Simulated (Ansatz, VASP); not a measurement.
## Au3SCl in VASP and in Ansatz

The input INCAR:

```
ALGO = Normal ; EDIFF = 1E-6
ENCUT = 520 ; GGA = PE
ISIF = 2 ; ISMEAR = 0
LASPH = True ; LCHARG = False
LREAL = False ; LWAVE = False
NBANDS = 31 ; NELM = 100
PREC = Accurate ; SIGMA = 0.05
```

KPOINTS

```
k-points
0
Gamma
  4 4 4
```

File POSCAR:

```
Au3SCl
1.0
    5.6507136535      0.0000000000      0.0000000000
    0.0000000000      5.6507136535      0.0000000000
    0.0000000000      0.0000000000      5.6507136535
S Cl Au
1 1 3
Direct
    0.0000000000      0.0000000000      0.0000000000
    0.5000000000      0.5000000000      0.5000000000
    0.5000000000      0.5000000000      0.0000000000
    0.5000000000      0.0000000000      0.5000000000
    0.0000000000      0.5000000000      0.5000000000
```

Input for Ansatz:

```yaml
crystal:
  lattice:
    - [5.6507136535, 0.0, 0.0]
    - [0.0, 5.6507136535, 0.0]
    - [0.0, 0.0, 5.6507136535]
  atoms:
    - { symbol: S, position: [0.0, 0.0, 0.0] }
    - { symbol: Cl, position: [0.5, 0.5, 0.5] }
    - { symbol: Au, position: [0.5, 0.5, 0.0] }
    - { symbol: Au, position: [0.5, 0.0, 0.5] }
    - { symbol: Au, position: [0.0, 0.5, 0.5] }
basis:
  ecutwfc: 420
kpoints:
  mp_grid: { grid: [4, 4, 4] }
hamiltonian:
  xc: pbe
scf:
  occupations: { method: gaussian, width: 0.05 }
output:
  forces: true
  stress: true
  eigenvalues: true
```

The cell comes from a database or a generator and needn't be the stable form of this composition.

Alike in both runs: task single point; functional PBE; k mesh 4 × 4 × 4; occupations gaussian, width 0.05 eV; no spin polarisation.

|  | VASP | Ansatz |
| --- | --- | --- |
| version | VASP 6.6.1 | Ansatz 0.2.0 |
| potentials or method | VASP PAW PBE potentials, release 64 (S, Cl, Au) | scalar-relativistic, plane waves, PAW |
| plane-wave cutoff (eV) | 520 | 420 |
| valence electrons in the cell | 46 | 70 |

|  | VASP | Ansatz | Ansatz less VASP |
| --- | --- | --- | --- |
| gap on the k mesh at the Fermi level (eV) | none | none | - |
| pressure (GPa) | -6.1 | -6.1 | +0.05 |

A gap of «none» marks a metal or a gap that the smearing closes. The two sets of potentials don't hold the same shells in valence.

The runs have no spin-orbit coupling, so splittings on Au are missing.
